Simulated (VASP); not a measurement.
Calculation: SCAN meta-GGA, VASP's PBE PAW potentials (set 64) (plane waves; VASP 6.6.1).

VASP ran on this input.

**KPOINTS**
```
Automatic mesh
0
Gamma
12 12 12
0 0 0
```

**POSCAR**
```
CoAl
1
    2.8101685635     0.0000000000    -0.0000000000
    0.0000000000     2.8101685635    -0.0000000000
   -0.0000000000    -0.0000000000     2.8101685635
Al Co
1 1
Direct
  0.5000000000   0.5000000000   0.5000000000
  0.0000000000   0.0000000000   0.0000000000
```

### INCAR
```
ALGO = Normal
EDIFF = 1E-6
EDIFFG = -0.01
ENCUT = 520
IBRION = 2
ISIF = 3
ISMEAR = 1
LASPH = .True.
LCHARG = .False.
LMAXMIX = 4
LMIXTAU = .True.
LREAL = .False.
LWAVE = .False.
METAGGA = SCAN
NELM = 100
NSW = 60
PREC = Accurate
SIGMA = 0.1
SYSTEM = CoAl
```

POTCAR, in this order: Al Co (PBE.64 set). Program: vasp_std.

The run wrote:

File OUTCAR:
```
 ion  position               nearest neighbor table
   1  0.500  0.500  0.500-   2 2.43   2 2.43   2 2.43   2 2.43   2 2.43   2 2.43   2 2.43   2 2.43
  LATTYP: Found a simple cubic cell.
 ALAT       =     2.8101685635
 Subroutine PRICEL returns:
 Original cell was already a primitive cell.
 Subroutine GETGRP returns: Found 48 space group operations
The static configuration has the point symmetry O_h .
The dynamic configuration has the point symmetry O_h .
 Subroutine INISYM returns: Found 48 space group operations
 Subroutine IBZKPT returns following result:
 Found     84 irreducible k-points:

 Following reciprocal coordinates:
            Coordinates               Weight
  0.000000  0.000000  0.000000      1.000000
  0.083333  0.000000  0.000000      6.000000
  0.166667  0.000000  0.000000      6.000000
  0.250000  0.000000  0.000000      6.000000
  0.333333  0.000000  0.000000      6.000000
  0.416667  0.000000  0.000000      6.000000
  0.500000  0.000000  0.000000      3.000000
  0.083333  0.083333  0.000000     12.000000
  0.166667  0.083333  0.000000     24.000000
  0.250000  0.083333  0.000000     24.000000
  0.333333  0.083333  0.000000     24.000000
  0.416667  0.083333  0.000000     24.000000
  0.500000  0.083333  0.000000     12.000000
  0.166667  0.166667  0.000000     12.000000
  0.250000  0.166667  0.000000     24.000000
  0.333333  0.166667  0.000000     24.000000
  0.416667  0.166667  0.000000     24.000000
  0.500000  0.166667  0.000000     12.000000
  0.250000  0.250000  0.000000     12.000000
  0.333333  0.250000  0.000000     24.000000
  0.416667  0.250000  0.000000     24.000000
  0.500000  0.250000  0.000000     12.000000
  0.333333  0.333333  0.000000     12.000000
  0.416667  0.333333  0.000000     24.000000
  0.500000  0.333333  0.000000     12.000000
  0.416667  0.416667  0.000000     12.000000
  0.500000  0.416667  0.000000     12.000000
  0.500000  0.500000  0.000000      3.000000
  0.083333  0.083333  0.083333      8.000000
  0.166667  0.083333  0.083333     24.000000
  0.250000  0.083333  0.083333     24.000000
  0.333333  0.083333  0.083333     24.000000
  0.416667  0.083333  0.083333     24.000000
  0.500000  0.083333  0.083333     12.000000
  0.166667  0.166667  0.083333     24.000000
  0.250000  0.166667  0.083333     48.000000
  0.333333  0.166667  0.083333     48.000000
  0.416667  0.166667  0.083333     48.000000
  0.500000  0.166667  0.083333     24.000000
  0.250000  0.250000  0.083333     24.000000
   k-points           NKPTS =     84   k-points in BZ     NKDIM =     84   number of bands    NBANDS=     10
   number of dos      NEDOS =    301   number of ions     NIONS =      2
   total plane-waves  NPLWV =  13824
   dimension x,y,z NGX =    24 NGY =   24 NGZ =   24
   dimension x,y,z NGXF=    48 NGYF=   48 NGZF=   48
   ions per type =               1   1
   PREC   = accura    normal or accurate (medium, high low for compatibility)
   ISTART =      0    job   : 0-new  1-cont  2-samecut
   ICHARG =      2    charge: 1-file 2-atom 10-const
   ISPIN  =      1    spin polarized calculation?
   LNONCOLLINEAR =      F non collinear calculations
   LSORBIT =      F    spin-orbit coupling
   INIWAV =      1    electr: 0-lowe 1-rand  2-diag
   ENCUT  =  520.0 eV  38.22 Ry    6.18 a.u.   5.23  5.23  5.23*2*pi/ulx,y,z
   NELM   =    100;   NELMIN=  2; NELMDL= -5     # of ELM steps
   EDIFF  = 0.1E-05   stopping-criterion for ELM
   LREAL  =      F    real-space projection
   NLSPLINE    = F    spline interpolate recip. space projectors
   LMAXMIX     =    4 max onsite mixed and CHGCAR
   VOSKOWN=      0    Vosko Wilk Nusair interpolation
...
```

File OSZICAR:
```
       N       E                     dE             d eps       ncg     rms          rms(c)
DAV:   1     0.236333756522E+02    0.23633E+02   -0.56712E+03  1704   0.132E+03
DAV:   2    -0.280451362166E+02   -0.51679E+02   -0.49241E+02  1696   0.202E+02
DAV:   3    -0.293929079265E+02   -0.13478E+01   -0.13378E+01  1964   0.429E+01
DAV:   4    -0.294184362544E+02   -0.25528E-01   -0.25509E-01  2022   0.533E+00
DAV:   5    -0.294194267123E+02   -0.99046E-03   -0.99042E-03  2050   0.110E+00    0.145E+01
DAV:   6    -0.310984100999E+02   -0.16790E+01   -0.83587E+01  1836   0.150E+02    0.187E+01
DAV:   7    -0.263842684917E+02    0.47141E+01   -0.35994E+01  1846   0.881E+01    0.231E+00
DAV:   8    -0.263415249383E+02    0.42744E-01   -0.66767E-01  1734   0.936E+00    0.207E+00
DAV:   9    -0.264135867733E+02   -0.72062E-01   -0.66853E-01  1784   0.109E+01    0.661E-01
DAV:  10    -0.263197979931E+02    0.93789E-01   -0.33832E-01  1704   0.615E+00    0.355E-01
DAV:  11    -0.263158823407E+02    0.39157E-02   -0.21073E-02  1728   0.189E+00    0.220E-01
DAV:  12    -0.263155327660E+02    0.34957E-03   -0.35687E-03  1786   0.744E-01    0.126E-01
DAV:  13    -0.263154926018E+02    0.40164E-04   -0.20687E-03  1680   0.734E-01    0.491E-02
DAV:  14    -0.263155091138E+02   -0.16512E-04   -0.17109E-03  1680   0.645E-01    0.292E-02
DAV:  15    -0.263153737372E+02    0.13538E-03   -0.43185E-04  1684   0.308E-01    0.134E-02
DAV:  16    -0.263153444306E+02    0.29307E-04   -0.38165E-05  1770   0.914E-02    0.419E-03
DAV:  17    -0.263153377103E+02    0.67204E-05   -0.87006E-06  1718   0.416E-02    0.146E-03
DAV:  18    -0.263153365010E+02    0.12093E-05   -0.25124E-06  1706   0.254E-02    0.113E-03
DAV:  19    -0.263153354094E+02    0.10916E-05   -0.39600E-07   892   0.974E-03    0.816E-04
DAV:  20    -0.263153357441E+02   -0.33467E-06   -0.26046E-07   862   0.873E-03
   1 F= -.26315336E+02 E0= -.26315433E+02  d E =-.263153E+02
```

File OUTCAR:
```
------------------------ aborting loop because EDIFF is reached ----------------------------------------
  FORCE on cell =-STRESS in cart. coord.  units (eV):
  Direction    XX          YY          ZZ          XY          YZ          ZX
  --------------------------------------------------------------------------------------
  Total        0.0146227      0.0146227      0.0146227      0.0000000      0.0000000     -0.0000000
  in kB        1.0556978      1.0556978      1.0556978      0.0000000      0.0000000     -0.0000000
  external PRESSURE =       1.0556978 kB  Pullay stress =       0.0000000 kB
  volume of cell :       22.19
      direct lattice vectors                 reciprocal lattice vectors
     2.810168563  0.000000000  0.000000000     0.355850540  0.000000000  0.000000000
     0.000000000  2.810168563  0.000000000     0.000000000  0.355850540  0.000000000
     0.000000000  0.000000000  2.810168563     0.000000000  0.000000000  0.355850540
 POSITION                                       TOTAL-FORCE (eV/Angst)
 -----------------------------------------------------------------------------------
      1.40508      1.40508      1.40508         0.000000      0.000000      0.000000
      0.00000      0.00000      0.00000         0.000000      0.000000      0.000000
 -----------------------------------------------------------------------------------
    total drift:                                0.000000      0.000000      0.000000
  FREE ENERGIE OF THE ION-ELECTRON SYSTEM (eV)
  ---------------------------------------------------
  free  energy   TOTEN  =       -26.3153357441 eV

  energy  without entropy=      -26.3156282639  energy(sigma->0) =      -26.31543325

 reached required accuracy - stopping structural energy minimisation
```
(Selected blocks of OUTCAR.)

The compound is CoAl in the CsCl type structure. It was relaxed first, which changed the volume by -5 %. The start is the result of an earlier pass. The run is not spin-polarised, so no magnetic state was tried.
